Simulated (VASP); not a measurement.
Consider the following.

```yaml
crystal:
  lattice:
    - [3.97148, -2.18515, -0.01366]
    - [3.97148, 2.18515, -0.01366]
    - [2.78154, 0.00000, 3.57921]
  atoms:
    - { symbol: Sb, position: [0.23425, 0.23425, 0.23425] }
    - { symbol: Sb, position: [0.76575, 0.76575, 0.76575] }
```

Computed with rev-vdW-DF2, VASP's PBE PAW potentials (set 64) (plane waves; VASP 6.6.1). Settings: 520 eV cut-off, Gaussian smearing of 0.050 eV, potentials Sb.

Q: Give the energies of bands 2 to 8 at the high-symmetry points, in eV from the Fermi level.

A: 
```tsv
band	Γ	T	H2	L	S0	F
2	-4.79	-8.67	-8.76	-9.30	-8.81	-7.73
3	-1.69	-1.03	-4.56	-1.58	-4.85	-5.04
4	-1.53	-1.03	-4.43	-1.43	-2.80	-3.35
5	-1.53	-0.34	-0.46	-0.06	-2.59	-3.31
6	2.35	0.32	0.85	0.00	2.95	1.92
7	2.88	0.32	4.83	0.45	3.33	4.99
8	2.88	1.19	4.88	0.69	4.40	5.53
```

It has no gap at this level: it comes out as a metal or semimetal.

The compound is Sb in the a7 structure. It was relaxed first.
